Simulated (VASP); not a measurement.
Energy against volume of HfN (rock salt). Computed with r2SCAN meta-GGA, VASP's PBE PAW potentials (set 64) (plane waves; VASP 6.6.1). Settings: 520 eV cut-off, 14×14×14 Γ-centred mesh, first-order Methfessel-Paxton smearing of 0.10 eV, potentials Hf_pv N.

```
V (Å³/atom)  E (eV/atom)
-----------  -----------
11.135         -29.10592
11.480         -29.11608
11.824         -29.10751
12.168         -29.08291
```

Problem. Fit these four points and predict the energy of the run at 10.791 Å³/atom.

Solution. A cubic in V^(−2/3), the third-order Birch-Murnaghan form, passes through the four points with V0 = 11.49 Å³/atom and B0 = 289 GPa, and gives -29.0740 eV/atom there. The run gave -29.0738 eV/atom, +0.2 meV/atom from the fit; all five points give B0 = 289 GPa.

The compound is HfN in the rock salt structure. It was relaxed first.
